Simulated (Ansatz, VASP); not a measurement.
## Cross-check of Ga2As2H3 (GaAs wire along [110], 16 atoms a period, H-terminated) between VASP and Ansatz

Aim: how closely do two programs agree when they are given the same cell, functional and k mesh? Of the first pair: The structure shown is the start of the Ansatz relaxation below; VASP solves that cell, so the two are compared at the walk's first step.

Method: plane waves, with VASP 6.6.1 beside it; single point at PBE, in Ansatz 0.2.0.

## (1) Starting point

The cell holds 28 atoms: 8 As, 12 H and 8 Ga. Cell: a = 18.670 Å, b = 17.512 Å, c = 4.023 Å, α = 90.0°, β = 90.0°, γ = 90.0°. Vacuum lies along a and b. The structure's axis is c.

## (2) Ansatz: relaxation, PBE

Ansatz runs on its PAW soft_1 files.

The two programs are compared at the cell with which this relaxation starts, whose forces are those of its first step.

The input, input.yaml:

```yaml
crystal:
  lattice:
    - [18.67, 0.0, 0.0]
    - [0.0, 17.512, 0.0]
    - [0.0, 0.0, 4.0234216387]
  atoms:
    - { symbol: As, position: [0.38463483, 0.382396549, 0.0] }
    - { symbol: H, position: [0.413270015, 0.188570275, 0.0] }
    - { symbol: Ga, position: [0.458112422, 0.264085995, 0.0] }
    - { symbol: Ga, position: [0.459276696, 0.5, 0.0] }
    - { symbol: As, position: [0.688866966, 0.394485873, 0.0] }
    - { symbol: H, position: [0.729164296, 0.318626529, 0.0] }
    - { symbol: Ga, position: [0.782109289, 0.5, 0.0] }
    - { symbol: H, position: [0.190695922, 0.5, 0.22960429] }
    - { symbol: H, position: [0.821981476, 0.5, 0.325287504] }
    - { symbol: As, position: [0.245660246, 0.5, 0.5] }
    - { symbol: H, position: [0.255579343, 0.305379888, 0.5] }
    - { symbol: H, position: [0.255579343, 0.694620112, 0.5] }
    - { symbol: Ga, position: [0.310005315, 0.373282669, 0.5] }
    - { symbol: Ga, position: [0.310005315, 0.626717331, 0.5] }
    - { symbol: As, position: [0.532898771, 0.275131957, 0.5] }
    - { symbol: As, position: [0.532898771, 0.724868043, 0.5] }
    - { symbol: As, position: [0.535128008, 0.5, 0.5] }
    - { symbol: H, position: [0.581768905, 0.205336473, 0.5] }
    - { symbol: H, position: [0.581768905, 0.794663527, 0.5] }
    - { symbol: Ga, position: [0.614365272, 0.386228352, 0.5] }
    - { symbol: Ga, position: [0.614365272, 0.613771648, 0.5] }
    - { symbol: H, position: [0.821981476, 0.5, 0.674712496] }
    - { symbol: H, position: [0.190695922, 0.5, 0.77039571] }
    - { symbol: As, position: [0.38463483, 0.617603451, 0.0] }
    - { symbol: H, position: [0.413270015, 0.811429725, 0.0] }
    - { symbol: Ga, position: [0.458112422, 0.735914005, 0.0] }
    - { symbol: As, position: [0.688866966, 0.605514127, 0.0] }
    - { symbol: H, position: [0.729164296, 0.681373471, 0.0] }
kpoints:
  mp_grid: { grid: [1, 1, 15] }
  band_path: { path: ["Γ", Z], npoints: 90 }
scf:
  occupations: { method: fermi_dirac, width: 0.05 }
hamiltonian:
  xc: pbe
  pseudopotentials: { kind: paw, azcp: { folder: soft_1 } }
relax:
  max_steps: 40
  f_tol: 0.02
output:
  stress: true
```

Command:

```sh
> ansatz run input.yaml --threads 4 --pin off --max-ram 16384MiB --backend cpu --events-out ev --progress --plain --runs-dir out
```

Numbers of over 12 decimals in the logs are rounded to 6 here.

Output:

```text
Warning: output.stress: scf.convergence.dr2_threshold = 1e-7 eV (the SCF's general default) is looser than the 2.8e-9 eV advised for a printed stress (1e-10 eV for each atom of the cell: 28). What an SCF threshold leaves in a stress goes as its square root, and in the free energy as the threshold itself, and one threshold admits the most on a small cell: [figures from the program's tests cut] Every solve of this run  [...]
Engine: ansatz 0.2.0, aarch64-unknown-linux-gnu
Pseudopotentials: kind: paw
Pseudopotential: As, paw, valence charge 15, recommended cutoff 420 eV (normal), soft_1/As.paw.azcp
Pseudopotential: H, paw, valence charge 1, recommended cutoff 420 eV (normal), soft_1/H.paw.azcp
Pseudopotential: Ga, paw, valence charge 13, recommended cutoff 420 eV (normal), soft_1/Ga.paw.azcp
Functional definition: PBE
  parameter kappa = 0.804
  parameter beta = 0.066725
  exchange = pbe_x(kappa = kappa, mu = beta*pi^2/3)
  correlation = pbe_c(beta = beta)
Crystal: 28 atoms, lattice volume = 1315.454 Å³
Basis set: ecut = 420 eV, 25741 PW (Γ), exchange–correlation on 250×240×54 points (8 copies of the dense FFT grid, shifted against one another)
Bands: 146, of which v1, the nominal top of the filled ones, is band 118 counted from 1 (117 counted from 0)
Symmetry: 4 space group operations
Space group: Pmm2 (ITA 25), of the structure as read, at distance tolerance 1.1e-4 Å
k-points: 8 of 15
Non-local potential: As, projectors of the file, l = 0: 2, l = 1: 2, l = 2: 3, l = 3: 1
Non-local potential: H, projectors of the file, l = 0: 2, l = 1: 1
Non-local potential: Ga, projectors of the file, l = 0: 2, l = 1: 2, l = 2: 3, l = 3: 1
PAW form: soft (Blöchl's): semilocal exchange-correlation on the pseudo side does not see the compensation charge
PAW one-centre angular grid: As, 590 points (default); XC on 64 Gauss nodes
PAW one-centre angular grid: H, 110 points (default); XC on 64 Gauss nodes
PAW one-centre angular grid: Ga, 590 points (default); XC on 64 Gauss nodes
Initial density: superposition of atomic densities (neutral atoms: chi_scale 0, normalization atom)
Initial wavefunctions: pseudopotential atomic-orbital guess
Functional: x = pbe(κ = 0.804, μ = 0.219515), c = pbe(β = 0.066725)
SCF iter   1: F=—  HF=-69308.797403 eV  |F-HF|=—  |Δ(HF+E_count)|=         —  Δρ=3.32e-2  dr2=1.37e1  ethr=3.10e-3  ⟨swp⟩=6.5  Hψ=4906  notcnv=0  defer=32
preconditioner: auto → Resta (q_TF=auto, 2.049 Å⁻¹)  ε∞=1.9  [insulator: Δε(μ)=2.183 eV  Ē_g=13.851 eV  σ=0.050 eV  W_gap=1.00  n_scr=196 (ndim 8)  ℏωp=12.8 eV  f_vac=0.595  D(μ)=0.00/eV (n_scr^D=0)  ε∞_Penn≈1.9  vacuum switching on, ρ_ref=1.4e-2 e/Å³]
SCF iter   2: F=—  HF=-69305.422650 eV  |F-HF|=—  |Δ(HF+E_count)|=    3.37e0  Δρ=1.51e-2  dr2=2.76e0  ethr=3.10e-3  ⟨swp⟩=3.0  Hψ=1692  notcnv=0  defer=168
SCF iter   3: F=—  HF=-69304.975670 eV  |F-HF|=—  |Δ(HF+E_count)|=   4.47e-1  Δρ=4.13e-3  dr2=8.21e-1  ethr=1.17e-3  ⟨swp⟩=3.1  Hψ=1941  notcnv=0  defer=158
SCF iter   4: F=—  HF=-69304.793644 eV  |F-HF|=—  |Δ(HF+E_count)|=   1.82e-1  Δρ=1.45e-3  dr2=5.85e-2  ethr=3.48e-4  ⟨swp⟩=4.4  Hψ=1801  notcnv=0  defer=158
SCF iter   5: F=—  HF=-69304.791578 eV  |F-HF|=—  |Δ(HF+E_count)|=   2.07e-3  Δρ=7.30e-4  dr2=6.46e-3  ethr=2.48e-5  ⟨swp⟩=2.6  Hψ=2162  notcnv=0  defer=156
SCF iter   6: F=—  HF=-69304.792522 eV  |F-HF|=—  |Δ(HF+E_count)|=   9.44e-4  Δρ=2.22e-4  dr2=4.72e-4  ethr=2.74e-6  ⟨swp⟩=2.0  Hψ=1698  notcnv=0  defer=156
SCF iter   7: F=—  HF=-69304.793091 eV  |F-HF|=—  |Δ(HF+E_count)|=   5.69e-4  Δρ=7.10e-5  dr2=9.23e-5  ethr=2.00e-7  ⟨swp⟩=2.0  Hψ=1681  notcnv=0  defer=156
SCF iter   8: F=—  HF=-69304.793143 eV  |F-HF|=—  |Δ(HF+E_count)|=   5.24e-5  Δρ=2.25e-5  dr2=1.48e-5  ethr=3.91e-8  ⟨swp⟩=2.0  Hψ=1780  notcnv=0  defer=156
SCF iter   9: F=-69304.793150 eV  HF=-69304.793151 eV  |F-HF|=1.81e-6  |Δ(HF+E_count)|=   8.29e-6  Δρ=1.26e-5  dr2=4.38e-6  ethr=4.24e-9  ⟨swp⟩=4.0  Hψ=3453  notcnv=0
SCF 1 converged in 9 iterations: F = -69304.793150 eV  dr2 = 4.38e-6
[...]
atom  25  H     -0.00104204     0.00230127     0.00000000
  atom  26  Ga     0.00038857    -0.00096738     0.00000000
  atom  27  As     0.00219342    -0.00259581     0.00000000
  atom  28  H     -0.00123818    -0.00180890     0.00000000
  max |Σ_I F_I| component: 3.68e-5 eV/Å
--- Stress (GPa, compression-positive) ---
       -0.004277       0.000000       0.000000
        0.000000       0.004227       0.000000
        0.000000       0.000000       1.024387
  P = ⅓ Tr σ = 0.3414 GPa (3.414 kbar)
--- Band table (eV; the first three rows and the last of 8) ---
  k-point 0: bands = [... 114 lower, -2.1109, -1.6872, -1.6029, -0.6235, 0.5689, 0.5871, 0.6927, 0.9193, ... 24 higher]
  k-point 1: bands = [... 114 lower, -2.1739, -1.9206, -1.8201, -0.8799, 0.8371, 0.8645, 0.9252, 1.1458, ... 24 higher]
  k-point 2: bands = [... 114 lower, -2.2634, -2.2302, -2.1423, -1.3350, 1.2631, 1.3280, 1.3782, 1.5463, ... 24 higher]
  k-point 7: bands = [... 114 lower, -2.9714, -2.8589, -2.6282, -2.5034, 0.9463, 1.0784, 1.2243, 1.4022, ... 24 higher]
--- Relaxed structure (4 steps of the walk, 4 accepted, 0 SCFs on fresh bases) ---
  F+E_penalty+E_count = -69304.85455513 eV   max|allowed force component| = 9.126e-3 eV/Å
  atoms:
    - { symbol: As, position: [0.384094, 0.382356, 0.0] }
    - { symbol: H, position: [0.411273, 0.188819, 0.0] }
    - { symbol: Ga, position: [0.456918, 0.263689, 0.0] }
    - { symbol: Ga, position: [0.458393, 0.500000, 0.0] }
    - { symbol: As, position: [0.691871, 0.394471, 0.0] }
    - { symbol: H, position: [0.731670, 0.318379, 0.0] }
    - { symbol: Ga, position: [0.784794, 0.500000, 0.0] }
    - { symbol: H, position: [0.187826, 0.500000, 0.222783] }
    - { symbol: H, position: [0.826094, 0.500000, 0.330178] }
    - { symbol: As, position: [0.243042, 0.500000, 0.500000] }
    - { symbol: H, position: [0.252544, 0.305671, 0.500000] }
    - { symbol: H, position: [0.252544, 0.694329, 0.500000] }
    - { symbol: Ga, position: [0.307253, 0.373233, 0.500000] }
    - { symbol: Ga, position: [0.307253, 0.626767, 0.500000] }
    - { symbol: As, position: [0.533962, 0.274941, 0.500000] }
    - { symbol: As, position: [0.533962, 0.725059, 0.500000] }
    - { symbol: As, position: [0.536535, 0.500000, 0.500000] }
    - { symbol: H, position: [0.582388, 0.204840, 0.500000] }
    - { symbol: H, position: [0.582388, 0.795160, 0.500000] }
    - { symbol: Ga, position: [0.615157, 0.386027, 0.500000] }
    - { symbol: Ga, position: [0.615157, 0.613973, 0.500000] }
    - { symbol: H, position: [0.826094, 0.500000, 0.669822] }
    - { symbol: H, position: [0.187826, 0.500000, 0.777217] }
    - { symbol: As, position: [0.384094, 0.617644, 0.0] }
    - { symbol: H, position: [0.411273, 0.811181, 0.0] }
    - { symbol: Ga, position: [0.456918, 0.736311, 0.0] }
    - { symbol: As, position: [0.691871, 0.605529, 0.0] }
    - { symbol: H, position: [0.731670, 0.681621, 0.0] }
```

Reading the cycles: dr2 is the Hartree energy of the density residual (eV), the measure of convergence; HF is the Harris–Foulkes estimate of the energy, which meets the free energy F at convergence.

(Continued in part 2 of 3.)

[Lines on the potential files, build, host, timing and source positions are cut from VASP's logs without a mark.]

[Logs are printed without paths, hosts, clocks, repeated set-up lines and the standing remarks that a program may print on its own settings, such as how far it seeks lower states.]

[Hosts, paths, dates, database ids (printed as entryN), source tags and the programs' standing remarks are cut or masked in the printed files.]
